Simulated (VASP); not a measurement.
```
Sr
1.0
    0.00000     3.00923     3.00923
    3.00923     0.00000     3.00923
    3.00923     3.00923     0.00000
Sr
1
Direct
  0.00000   0.00000   0.00000
```

Method: PBE GGA, VASP's PBE PAW potentials (set 64) (plane waves; VASP 6.6.1). Run with 400 eV cut-off, 9×9×9 Γ-centred mesh, tetrahedra with Blöchl corrections, potentials Sr_sv.

### Question
What does the run give for the energy per atom (σ→0)?

### Answer

```
Quantity                        Value
---------------------  --------------
energy per atom (σ→0)  -1.635 eV/atom
```

The compound is Sr in the fcc structure. It was relaxed first.
